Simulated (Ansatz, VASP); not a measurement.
Two plane-wave programs on Be4CN

```
Be C N
1.0
     2.04248   -2.61316    0.00000
     2.04248    2.61316    0.00000
     0.00000    0.00000    4.15005
Be C N
4 1 1
Direct
  0.68028 0.31972 0.00000
  0.18828 0.81172 0.50000
  0.81172 0.18828 0.50000
  0.31972 0.68028 0.00000
  0.00000 0.00000 0.00000
  0.50000 0.50000 0.50000
```

Change from the starting cell: species swapped into the CaCeC4 type (Cmmm, No. 65).

Alike in both runs: functional PBE; k mesh 12 × 12 × 10; occupations gaussian, width 0.1 eV; no spin polarisation.

Ansatz relaxed the structure, and its values are those at the end. VASP's run is a single point on that final structure, the one shown.

|  | VASP | Ansatz |
| --- | --- | --- |
| version | VASP 6.6.1 | Ansatz 0.2.0 |
| potentials or method | VASP PAW PBE potentials, release 64 (Be, C, N) | scalar-relativistic, plane waves, PAW |
| plane-wave cutoff (eV) | 520 | 420 |
| valence electrons in the cell | 17 | 17 |

```csv
,VASP,Ansatz,Ansatz less VASP
gap on the k mesh at the Fermi level (eV),none,none,-
pressure (GPa),0.1,0.0,-0.13
rms of the force components (eV/Å),0.013,0.001,-0.0122
```

A gap of «none» marks a metal or a gap that the smearing closes. With one functional, cell and mesh, what is left measures potentials, basis and numerics.
